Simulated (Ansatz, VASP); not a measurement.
# Cross-check of CsAgMoO4 between VASP and Ansatz, part 2 of 3

Wanted: the spread between two codes on one cell, functional and k mesh. The cell is generated by rule, not measured, and may not be a known phase. The cell is taken from a series of runs on this material, whose earlier steps may have relaxed, scaled, displaced or heated it; both programs get it as it stands.

VASP 6.6.1 and Ansatz 0.2.0.

So far: The starting structure; Ansatz: zone-centre phonons, PBE with D4.

## Step 3: VASP: zone-centre phonons, PBE with D4

Level of this step: PBE with D4, no spin polarisation; plane waves and PAW (Cs_sv, Ag, Mo_sv, O); invented cell (VASP).

The same cell, functional and mesh now go to VASP, with its own data sets.

Lines of VASP's logs that name or quote its potential files are left out, and so is its time.

INCAR reads:

```
SYSTEM = CsAgMoO4
PREC = Accurate
ENCUT = 600
EDIFF = 1E-08
NELM = 120
ISMEAR = 0
SIGMA = 0.01
LREAL = .FALSE.
ALGO = Normal
GGA = PE
IVDW = 13
NBANDS = 36
LASPH = .TRUE.
LORBIT = 11
LWAVE = .FALSE.
LCHARG = .FALSE.
ISIF = 2
IBRION = 6
NFREE = 2
POTIM = 0.015
NSW = 1
GGA_COMPAT = .FALSE.
EFERMI = MIDGAP
KPAR = 2
```

POSCAR reads:

```
CsAgMoO4
1.0
    5.2662747271     -3.1308912573      0.0001416114
    5.2662747271      3.1308912573      0.0001416114
   -3.2273472474      0.0000000000      4.9577685950
Cs Ag Mo O
1 1 1 4
Direct
    0.2383696542      0.2383696542      0.7428837635
    0.5116689798      0.5116689798      0.5179103211
    0.7497083066      0.7497083066      0.2478833939
    0.0818487898      0.6193654014      0.2579441091
    0.7329771576      0.7329771576      0.5320331870
    0.5660617108      0.5660617108      0.9434011164
    0.6193654014      0.0818487898      0.2579441091
```

KPOINTS reads:

```
Automatic mesh
0
Gamma
4 4 4
0 0 0
```

The projector-augmented-wave data sets are Cs_sv, Ag, Mo_sv and O (PBE family, release 64).

Run with:

```
mpirun -np 2 vasp_std
```

The program printed:

```text
[banner, memory and clock lines left out]
running    2 mpi-ranks, on    1 nodes
 distrk:  each k-point on    1 cores,    2 groups
 distr:  one band on    1 cores,    1 groups

 POSCAR found type information on POSCAR CsAgMoO
 POSCAR found :  4 types and       7 ions
 LDA part: xc-table for (Slater+PW92), standard interpolation
 POSCAR, INCAR and KPOINTS ok, starting setup
 FFT: planning ... GRIDC
 FFT: planning ... GRID_SOFT
 FFT: planning ... GRID
 WAVECAR not read
 entering main loop
       N       E                     dE             d eps       ncg     rms          rms(c)
DAV:   1     0.505995719613E+03    0.50600E+03   -0.33239E+04  1912   0.164E+03
DAV:   2    -0.168579444377E+02   -0.52285E+03   -0.51149E+03  2060   0.369E+02
DAV:   3    -0.566001600983E+02   -0.39742E+02   -0.39465E+02  2156   0.104E+02
DAV:   4    -0.572679708969E+02   -0.66781E+00   -0.66531E+00  2208   0.138E+01
DAV:   5    -0.572803838150E+02   -0.12413E-01   -0.12396E-01  2108   0.171E+00    0.603E+01
DAV:   6    -0.479979768027E+02    0.92824E+01   -0.67205E+01  1912   0.559E+01    0.129E+01
DAV:   7    -0.466740391386E+02    0.13239E+01   -0.22813E+01  1964   0.319E+01    0.178E+01
DAV:   8    -0.461904531217E+02    0.48359E+00   -0.14729E+00  1860   0.859E+00    0.654E+00
DAV:   9    -0.461341226572E+02    0.56330E-01   -0.30299E-01  2120   0.422E+00    0.174E+00
DAV:  10    -0.461332598151E+02    0.86284E-03   -0.36759E-02  1932   0.146E+00    0.455E-01
DAV:  11    -0.461358756636E+02   -0.26158E-02   -0.51932E-03  1912   0.492E-01    0.944E-02
DAV:  12    -0.461362174767E+02   -0.34181E-03   -0.12342E-03  2076   0.238E-01    0.119E-01
DAV:  13    -0.461362106039E+02    0.68729E-05   -0.23306E-04  1860   0.132E-01    0.212E-02
DAV:  14    -0.461362091483E+02    0.14556E-05   -0.27450E-05  2096   0.339E-02    0.175E-02
DAV:  15    -0.461362072684E+02    0.18799E-05   -0.35741E-06  1824   0.135E-02    0.477E-03
DAV:  16    -0.461362072584E+02    0.99362E-08   -0.65689E-07  2304   0.616E-03    0.180E-03
DAV:  17    -0.461362073264E+02   -0.67968E-07   -0.96630E-08  1900   0.213E-03    0.984E-04
DAV:  18    -0.461362072784E+02    0.47973E-07   -0.50562E-08  1796   0.146E-03    0.614E-04
DAV:  19    -0.461362072848E+02   -0.64201E-08   -0.78914E-09  1292   0.667E-04
   1 F= -.47181447E+02 E0= -.47181447E+02  d E =0.000000E+00
[... from here on, the cycles between the ionic steps are left out ...]
   2 F= -.47181238E+02 E0= -.47181238E+02  d E =0.000000E+00
   3 F= -.47181361E+02 E0= -.47181361E+02  d E =0.000000E+00
  30 F= -.47180135E+02 E0= -.47180135E+02  d E =0.000000E+00
  31 F= -.47178054E+02 E0= -.47178054E+02  d E =0.000000E+00
  32 F= -.47179586E+02 E0= -.47179586E+02  d E =0.000000E+00
  33 F= -.47180611E+02 E0= -.47180611E+02  d E =0.000000E+00
  34 F= -.47181178E+02 E0= -.47181178E+02  d E =0.000000E+00
  35 F= -.47181178E+02 E0= -.47181178E+02  d E =0.000000E+00
  36 F= -.47177334E+02 E0= -.47177334E+02  d E =0.000000E+00
 Finite differences progress:
  Degree of freedom:  18/ 18
  Displacement:        1/  2
  Total:              35/ 36
 bond charge predicted
       N       E                     dE             d eps       ncg     rms          rms(c)
DAV:   1    -0.461320453439E+02   -0.25091E-03   -0.49916E+00  1728   0.120E+01    0.106E+00
DAV:   2    -0.461355572258E+02   -0.35119E-02   -0.56667E-02  2024   0.136E+00    0.820E-01
DAV:   3    -0.461349850966E+02    0.57213E-03   -0.33852E-03  2252   0.429E-01    0.323E-01
DAV:   4    -0.461348379881E+02    0.14711E-03   -0.13783E-03  2132   0.241E-01    0.700E-02
DAV:   5    -0.461348174289E+02    0.20559E-04   -0.30941E-04  1992   0.116E-01    0.353E-02
DAV:   6    -0.461348072409E+02    0.10188E-04   -0.34289E-05  2012   0.389E-02    0.163E-02
DAV:   7    -0.461348063207E+02    0.92021E-06   -0.18311E-05  2108   0.258E-02    0.661E-03
DAV:   8    -0.461348056744E+02    0.64630E-06   -0.29973E-06  2128   0.123E-02    0.274E-03
DAV:   9    -0.461348057761E+02   -0.10174E-06   -0.12214E-06  1916   0.601E-03    0.127E-03
DAV:  10    -0.461348057598E+02    0.16348E-07   -0.91907E-08  2068   0.197E-03    0.681E-04
DAV:  11    -0.461348057588E+02    0.10150E-08   -0.48756E-08  1852   0.125E-03
  37 F= -.47179759E+02 E0= -.47179759E+02  d E =0.000000E+00
 Finite differences progress:
  Degree of freedom:  18/ 18
  Displacement:        2/  2
  Total:              36/ 36
```

Parts of OUTCAR (step 3):

```text
ion  position               nearest neighbor table
   1  0.238  0.238  0.743-
   2  0.512  0.512  0.518-   6 2.26   5 2.29   4 2.29   7 2.29
   3  0.750  0.750  0.248-   4 1.78   7 1.78   5 1.78   6 1.78
   4  0.082  0.619  0.258-   3 1.78   2 2.29
   5  0.733  0.733  0.532-   3 1.78   2 2.29
   6  0.566  0.566  0.943-   3 1.78   2 2.26
   7  0.619  0.082  0.258-   3 1.78   2 2.29

  LATTYP: Found a base centered monoclinic cell.
 ALAT       =    10.5325494580
 B/A-ratio  =     0.5945172666
 C/A-ratio  =     0.5616567455
 COS(beta)  =    -0.5455358169

 Subroutine GETGRP returns: Found  2 space group operations
 (whereof  2 operations were pure point group operations)

The static configuration has the point symmetry C_1h.

 Found     24 irreducible k-points:

   k-points           NKPTS =     24   k-points in BZ     NKDIM =     24   number of bands    NBANDS=     36

   dimension x,y,z NGX =    50 NGY =   50 NGZ =   48
   dimension x,y,z NGXF=   100 NGYF=  100 NGZF=   96

   ENCUT  =  600.0 eV  44.10 Ry    6.64 a.u.  12.24 12.24 11.82*2*pi/ulx,y,z

   NELECT =      58.0000    total number of electrons

 k-points in reciprocal lattice and weights: Automatic mesh
   0.00000000  0.00000000  0.00000000       0.016
   0.25000000  0.00000000  0.00000000       0.062
   0.50000000  0.00000000  0.00000000       0.031
   0.25000000  0.25000000  0.00000000       0.031
   0.50000000  0.25000000  0.00000000       0.062
  -0.25000000  0.25000000  0.00000000       0.031
   0.50000000  0.50000000  0.00000000       0.016
  -0.00000000 -0.00000000  0.25000000       0.031
   0.25000000  0.00000000  0.25000000       0.062
[...]
-0.25000000  0.25000000  0.50000000       0.031
   0.50000000  0.50000000  0.50000000       0.016

 average (electrostatic) potential at core
       1 -49.2768       2 -75.9140       3 -81.5824       4 -73.9514       5 -73.9637
       6 -73.9293       7 -73.9514

 E-fermi :   1.9340

 k-point     1 :       0.0000    0.0000    0.0000
  band No.  band energies     occupation
    ...
     25      -0.6840      2.00000
     26      -0.6257      2.00000
     27      -0.5302      2.00000
     28      -0.3773      2.00000
     29      -0.2095      2.00000
     30       3.4652      0.00000
     31       3.8459      0.00000
     32       3.9984      0.00000
     33       5.4461      0.00000
     34       5.5471      0.00000
    ...

 k-point     2 :       0.2500    0.0000    0.0000
  band No.  band energies     occupation
    ...
     25      -0.8323      2.00000
     26      -0.6771      2.00000
     27      -0.2887      2.00000
     28      -0.1541      2.00000
     29      -0.0273      2.00000
     30       3.7692      0.00000
     31       3.9636      0.00000
     32       4.0967      0.00000
     33       5.4814      0.00000
     34       5.6055      0.00000
    ...

 k-point     3 :       0.5000    0.0000    0.0000
  band No.  band energies     occupation
    ...
     25      -0.7972      2.00000
     26      -0.7488      2.00000
     27      -0.0995      2.00000
     28      -0.0824      2.00000
     29       0.2233      2.00000
     30       3.8554      0.00000
     31       4.1135      0.00000
     32       4.5205      0.00000
     33       5.4374      0.00000
     34       5.6176      0.00000
    ...

  FREE ENERGIE OF THE ION-ELECTRON SYSTEM (eV)
  ---------------------------------------------------
  free  energy   TOTEN  =       -47.1797591875 eV

  energy  without entropy=      -47.1797591875  energy(sigma->0) =      -47.17975919

 Eigenvectors and eigenvalues of the dynamical matrix
 ----------------------------------------------------

   1 f  =   26.143386 THz   164.263736 2PiTHz  872.049477 cm-1   108.120307 meV
             X         Y         Z           dx          dy          dz
      0.113096  0.000000  3.683113    -0.002638   -0.000000   -0.002574
      3.717702  0.000000  2.567824     0.003564    0.000000    0.004797
      7.096334  0.000000  1.229161     0.065861   -0.000000   -0.005629
      2.860311  1.682906  1.278927    -0.322442    0.460503   -0.034800
      6.003062  0.000000  2.637905     0.263989   -0.000000   -0.307808
      2.917390  0.000000  4.677325     0.218036    0.000000    0.386161
      2.860311 -1.682906  1.278927    -0.322442   -0.460503   -0.034800

   2 f  =   24.063844 THz   151.197591 2PiTHz  802.683433 cm-1    99.520017 meV
             X         Y         Z           dx          dy          dz
      0.113096  0.000000  3.683113     0.000000   -0.004029    0.000000
      3.717702  0.000000  2.567824     0.000000   -0.004279    0.000000
      7.096334  0.000000  1.229161    -0.000000    0.456850   -0.000000
      2.860311  1.682906  1.278927     0.349466   -0.521070    0.034769
      6.003062  0.000000  2.637905     0.000000   -0.034359   -0.000000
      2.917390  0.000000  4.677325     0.000000   -0.019347    0.000000
      2.860311 -1.682906  1.278927    -0.349466   -0.521070   -0.034769

   3 f  =   23.900322 THz   150.170152 2PiTHz  797.228930 cm-1    98.843745 meV
             X         Y         Z           dx          dy          dz
      0.113096  0.000000  3.683113    -0.001775   -0.000000    0.001338
      3.717702  0.000000  2.567824    -0.003769   -0.000000    0.002732
      7.096334  0.000000  1.229161     0.447484    0.000000    0.019920
      2.860311  1.682906  1.278927    -0.225372    0.283865   -0.022598
      6.003062  0.000000  2.637905    -0.357067   -0.000000    0.401044
      2.917390  0.000000  4.677325    -0.272944   -0.000000   -0.415618
      2.860311 -1.682906  1.278927    -0.225372   -0.283865   -0.022598

   4 f  =   23.505441 THz   147.689043 2PiTHz  784.057126 cm-1    97.210650 meV
             X         Y         Z           dx          dy          dz
      0.113096  0.000000  3.683113    -0.001115    0.000000    0.002783
      3.717702  0.000000  2.567824    -0.004986    0.000000    0.005391
      7.096334  0.000000  1.229161     0.017726   -0.000000   -0.460740
      2.860311  1.682906  1.278927     0.021482   -0.015996    0.030480
      6.003062  0.000000  2.637905    -0.377058    0.000000    0.495786
      2.917390  0.000000  4.677325     0.306766    0.000000    0.549515
      2.860311 -1.682906  1.278927     0.021482    0.015996    0.030480

   5 f  =   10.114957 THz    63.554148 2PiTHz  337.398642 cm-1    41.832081 meV
             X         Y         Z           dx          dy          dz
      0.113096  0.000000  3.683113    -0.004204   -0.000000   -0.006996
      3.717702  0.000000  2.567824    -0.103668   -0.000000    0.109997
      7.096334  0.000000  1.229161    -0.242243   -0.000000   -0.157862
      2.860311  1.682906  1.278927    -0.050665    0.066220    0.082030
      6.003062  0.000000  2.637905     0.472267    0.000000    0.418712
      2.917390  0.000000  4.677325     0.503656    0.000000   -0.462707
      2.860311 -1.682906  1.278927    -0.050665   -0.066220    0.082030

   6 f  =    9.954266 THz    62.544501 2PiTHz  332.038589 cm-1    41.167520 meV
             X         Y         Z           dx          dy          dz
      0.113096  0.000000  3.683113    -0.008634    0.000000   -0.005440
      3.717702  0.000000  2.567824     0.090793    0.000000    0.106771
      7.096334  0.000000  1.229161    -0.220274   -0.000000    0.330134
      2.860311  1.682906  1.278927     0.150009    0.138674   -0.456166
      6.003062  0.000000  2.637905    -0.376966    0.000000   -0.035785
      2.917390  0.000000  4.677325     0.405899    0.000000   -0.122326
      2.860311 -1.682906  1.278927     0.150009   -0.138674   -0.456166

   7 f  =    9.172360 THz    57.631640 2PiTHz  305.957007 cm-1    37.933817 meV
             X         Y         Z           dx          dy          dz
      0.113096  0.000000  3.683113    -0.000000   -0.006956   -0.000000
      3.717702  0.000000  2.567824     0.000000   -0.090104    0.000000
      7.096334  0.000000  1.229161    -0.000000    0.384339    0.000000
      2.860311  1.682906  1.278927    -0.213105    0.012474   -0.418042
      6.003062  0.000000  2.637905    -0.000000   -0.082409    0.000000
      2.917390  0.000000  4.677325     0.000000   -0.629817   -0.000000
      2.860311 -1.682906  1.278927     0.213105    0.012474    0.418042

   8 f  =    8.818139 THz    55.406002 2PiTHz  294.141458 cm-1    36.468876 meV
             X         Y         Z           dx          dy          dz
      0.113096  0.000000  3.683113    -0.024442   -0.000000    0.004414
      3.717702  0.000000  2.567824    -0.029486    0.000000    0.009046
      7.096334  0.000000  1.229161     0.296982    0.000000    0.136429
      2.860311  1.682906  1.278927    -0.438363   -0.426272   -0.172520
      6.003062  0.000000  2.637905     0.007493   -0.000000   -0.035191
      2.917390  0.000000  4.677325     0.288059   -0.000000    0.009058
      2.860311 -1.682906  1.278927    -0.438363    0.426272   -0.172520

   9 f  =    8.652283 THz    54.363898 2PiTHz  288.609096 cm-1    35.782951 meV
             X         Y         Z           dx          dy          dz
      0.113096  0.000000  3.683113    -0.000000    0.017224   -0.000000
      3.717702  0.000000  2.567824     0.000000   -0.025402   -0.000000
      7.096334  0.000000  1.229161     0.000000   -0.297117    0.000000
      2.860311  1.682906  1.278927     0.277754    0.008009   -0.367373
      6.003062  0.000000  2.637905    -0.000000    0.696757   -0.000000
      2.917390  0.000000  4.677325     0.000000    0.031007    0.000000
      2.860311 -1.682906  1.278927    -0.277754    0.008009    0.367373

  10 f  =    6.394866 THz    40.180125 2PiTHz  213.309755 cm-1    26.447027 meV
             X         Y         Z           dx          dy          dz
      0.113096  0.000000  3.683113    -0.022450    0.000000   -0.031237
      3.717702  0.000000  2.567824     0.068137   -0.000000    0.101129
      7.096334  0.000000  1.229161     0.014026    0.000000   -0.101265
      2.860311  1.682906  1.278927    -0.034461    0.008486    0.396657
      6.003062  0.000000  2.637905    -0.474228   -0.000000   -0.447872
      2.917390  0.000000  4.677325     0.397322    0.000000   -0.269556
      2.860311 -1.682906  1.278927    -0.034461   -0.008486    0.396657

  11 f  =    3.615375 THz    22.716072 2PiTHz  120.595931 cm-1    14.951983 meV
             X         Y         Z           dx          dy          dz
      0.113096  0.000000  3.683113    -0.099269    0.000000   -0.109627
      3.717702  0.000000  2.567824    -0.279554   -0.000000   -0.617560
      7.096334  0.000000  1.229161     0.202820    0.000000    0.519888
      2.860311  1.682906  1.278927     0.126536    0.036806    0.180650
      6.003062  0.000000  2.637905     0.009435   -0.000000    0.165993
      2.917390  0.000000  4.677325     0.255416    0.000000    0.119567
      2.860311 -1.682906  1.278927     0.126536   -0.036806    0.180650

  12 f  =    3.523815 THz    22.140785 2PiTHz  117.541826 cm-1    14.573323 meV
             X         Y         Z           dx          dy          dz
      0.113096  0.000000  3.683113     0.000000    0.022719    0.000000
      3.717702  0.000000  2.567824     0.000000   -0.531572    0.000000
      7.096334  0.000000  1.229161    -0.000000    0.279791   -0.000000
      2.860311  1.682906  1.278927     0.128111    0.193201   -0.259066
    [... 90 further lines ...]
      6.003062  0.000000  2.637905     0.000000    0.266014    0.000000
      2.917390  0.000000  4.677325     0.000000    0.464250    0.000000
      2.860311 -1.682906  1.278927     0.482093   -0.329010    0.118630

 ELASTIC MODULI CONTR FROM IONIC RELAXATION (kBar)
 Direction    XX          YY          ZZ          XY          YZ          ZX
 --------------------------------------------------------------------------------
 XX        -923.5325   -465.7280   -574.4760      0.0000      0.0000     22.9799
 YY        -465.7280   -995.4476   -217.9082      0.0000      0.0000    -27.3692
 ZZ        -574.4760   -217.9082  -1236.4249     -0.0000      0.0000     10.7677
 XY           0.0000      0.0000     -0.0000   -459.5645    -34.4978     -0.0000
 YZ           0.0000      0.0000      0.0000    -34.4978   -149.6267      0.0000
 ZX          22.9799    -27.3692     10.7677     -0.0000      0.0000   -441.5901
 --------------------------------------------------------------------------------

 total charge
# of ion       s       p       d       tot
------------------------------------------
    1        1.831   4.707   0.027   6.565
    2        0.212   0.197   9.344   9.753
    3        2.453   6.359   4.057  12.869
    4        1.575   3.419   0.000   4.994
    5        1.576   3.410   0.000   4.986
    6        1.574   3.414   0.000   4.988
    7        1.575   3.419   0.000   4.994
--------------------------------------------------
tot         10.798  24.924  13.428  49.150

[... 3 further parts left out ...]
```

CONTCAR:

```
CsAgMoO4
   1.00000000000000
     5.2662747270999999   -3.1308912573000001    0.0001416114000000
     5.2662747270999999    3.1308912573000001    0.0001416114000000
    -3.2273472474000000    0.0000000000000000    4.9577685950000001
  Cs              Ag              Mo              O
     1     1     1     4
Direct
     0.2383696541999996    0.2383696541999996    0.7428837634999965
     0.5116689797999996    0.5116689797999996    0.5179103210999969
     0.7497083065999988    0.7497083065999988    0.2478833938999969
     0.0818487897999987    0.6193654014000032    0.2579441091000021
     0.7329771575999970    0.7329771575999970    0.5320331870000032
     0.5651346470624499    0.5651346470624499    0.9403756146753823
     0.6193654014000032    0.0818487897999987    0.2579441091000021
```

This run has no spin polarisation, so a moment on Mo, if there is one, isn't seen. The last energy, forces, stress and levels in OUTCAR belong to the last displaced cell, not to the cell of POSCAR.

Levels, forces or a CONTCAR printed for this step are those of its last displaced cell, not of the structure at rest.

[end of part 2 of 3]

[Lines on the potential files, build, host, timing and source positions are cut from VASP's logs without a mark.]

[Logs are printed without paths, hosts, clocks, repeated set-up lines and the standing remarks that a program may print on its own settings, such as how far it seeks lower states.]

[Hosts, paths, dates, database ids (printed as entryN), source tags and the programs' standing remarks are cut or masked in the printed files.]
